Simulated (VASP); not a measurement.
Write the native input for VASP 6.6.1 that does the following.

* Task: relaxation of cell and atoms
* Functional: PBEsol
* Potentials or basis: VASP PAW PBE potentials, release 64 (Zn, Ga_d, P)
* Cutoff: 600 eV
* k mesh: 8 × 8 × 6
* Occupations: fermi-dirac, width 0.05 eV
* Spin: no spin polarisation
* Further INCAR settings: ALGO = Fast; EDIFF = 1e-06; IBRION = 2; EDIFFG = -0.01; NSW = 60; ISIF = 3

The structure of ZnGaP lies in POSCAR:

```
ZnGaP
1.0
    4.0159400000      0.0000000000      0.0000000000
   -2.0079700000      3.4779100000      0.0000000000
    0.0000000000      0.0000000000      4.4042000000
Zn Ga P
1 1 1
Direct
    0.0000000000      0.0000000000      0.5000000000
    0.6666700000      0.3333300000      0.0000000000
    0.3333300000      0.6666700000      0.5000000000
```

The cell was built by a generator and needn't be a form met in nature.

These files were run (other wordings do the same):

INCAR

```
SYSTEM = ZnGaP
PREC = Accurate
ENCUT = 600
EDIFF = 1E-6
ISMEAR = -1
SIGMA = 0.05
LREAL = .FALSE.
LASPH = .TRUE.
NELM = 100
ALGO = Fast
ISIF = 3
LWAVE = .FALSE.
LCHARG = .FALSE.
GGA = PS
IBRION = 2
NSW = 60
EDIFFG = -0.01
```

KPOINTS

```
regular mesh
0
G
  8 8 6
  0 0 0
```

Potentials or basis: VASP PAW PBE potentials, release 64 (Zn, Ga_d, P).

Command:

```console
$ cat potpaw_PBE.64/Zn/POTCAR potpaw_PBE.64/Ga_d/POTCAR potpaw_PBE.64/P/POTCAR > POTCAR
$ mpirun -np 1 vasp_std > vasp.out
```

Results of the run:

| Item | Value |
| --- | --- |
| Relaxed volume | 19.05 Å³/atom |
| Relaxed cell | a = 3.959 Å, b = 3.959 Å, c = 4.211 Å, α = 90.00°, β = 90.00°, γ = 120.00° |
| Space group after relaxing (to 0.05 Å) | P-6m2 (No. 187) |
| Energy gained by relaxing | 14.3 meV/atom |
| Ionic steps | 9 |
| Pressure after relaxing | 0.0 GPa |
| Band gap on the k mesh | none (metal or under the smearing width) |

Caveat: the PAW data sets were made with another functional, which shifts forces and pressure a little.

Run time: 3.8 min on 1 thread of Intel(R) Xeon(R) 6975P-C (Granite Rapids), on a shared host, peak memory 0.29 GiB.
